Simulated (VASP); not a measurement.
Input:

```
CELL_PARAMETERS angstrom
      0.00000     2.68770     2.68770
      2.68770     0.00000     2.68770
      2.68770     2.68770     0.00000
ATOMIC_POSITIONS crystal
  Cd 0.00000 0.00000 0.00000
  F  0.25000 0.25000 0.25000
  F  0.75000 0.75000 0.75000
```

These are optB86b-vdW, VASP's PBE PAW potentials (set 64) (plane waves; VASP 6.6.1) values and carry that method's errors. Run with 520 eV cut-off, 7×7×7 Γ-centred mesh, Gaussian smearing of 0.050 eV, potentials Cd F.

Question: Give the stress tensor in GPa (positive for a compressed cell).

Answer: 
```
3.53  0.00  0.00
0.00  3.53  0.00
0.00  0.00  3.53
```
The pressure is its mean diagonal, 3.53 GPa.

The compound is CdF2 in the fluorite structure. This cell is one point of a volume scan, at 0.97 of the reference volume.
